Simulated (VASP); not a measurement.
These are revPBE GGA, VASP's PBE PAW potentials (set 64) (plane waves; VASP 6.6.1) values and carry that method's errors.

VASP ran on this input.

INCAR:
```
SYSTEM = KCl
PREC = Accurate
ENCUT = 520
EDIFF = 1E-6
NELM = 100
ALGO = Normal
LREAL = .FALSE.
LASPH = .TRUE.
ISMEAR = 0
SIGMA = 0.05
GGA = RE
LWAVE = .FALSE.
LCHARG = .FALSE.
IBRION = 2
ISIF = 3
NSW = 60
EDIFFG = -0.01
```

File KPOINTS:
```
Automatic
0
Gamma
 7 7 7
0 0 0
```

POSCAR:
```
KCl
1
    0.0000000000     3.1450000000     3.1450000000
    3.1450000000     0.0000000000     3.1450000000
    3.1450000000     3.1450000000     0.0000000000
K Cl
1 1
Direct
  0.0000000000   0.0000000000   0.0000000000
  0.5000000000   0.5000000000   0.5000000000
```

POTCAR, in this order: K_sv Cl (PBE.64 set). Program: vasp_std.

Energy and stress use the plane-wave basis of the starting cell.

Question: What does the run give for the energy per atom (σ→0), volume per atom, band gap (on the k-mesh)?

Answer: 
The energy per atom (σ→0) is -3.251 eV/atom and the band gap (on the k-mesh) is 5.10 eV. The volume per atom is 35.22 Å³/atom.

### OSZICAR
```
...
DAV:   3    -0.650214099825E+01    0.15116E-01   -0.47019E-02   796   0.182E+00    0.458E-01
DAV:   4    -0.650240623704E+01   -0.26524E-03   -0.20579E-03   940   0.285E-01    0.231E-01
DAV:   5    -0.650274078661E+01   -0.33455E-03   -0.11597E-03   928   0.189E-01    0.429E-02
DAV:   6    -0.650273484071E+01    0.59459E-05   -0.39260E-05   668   0.686E-02    0.169E-02
DAV:   7    -0.650274716041E+01   -0.12320E-04   -0.12269E-05   668   0.300E-02    0.116E-02
DAV:   8    -0.650274396661E+01    0.31938E-05   -0.16815E-06   400   0.136E-02    0.154E-03
DAV:   9    -0.650274350896E+01    0.45764E-06   -0.49495E-07   408   0.608E-03
   4 F= -.65027435E+01 E0= -.65027435E+01  d E =-.472687E-01
```

The compound is KCl in the rock salt structure. This run relaxes it. Symmetry was kept, so distortions that lower it aren't found.
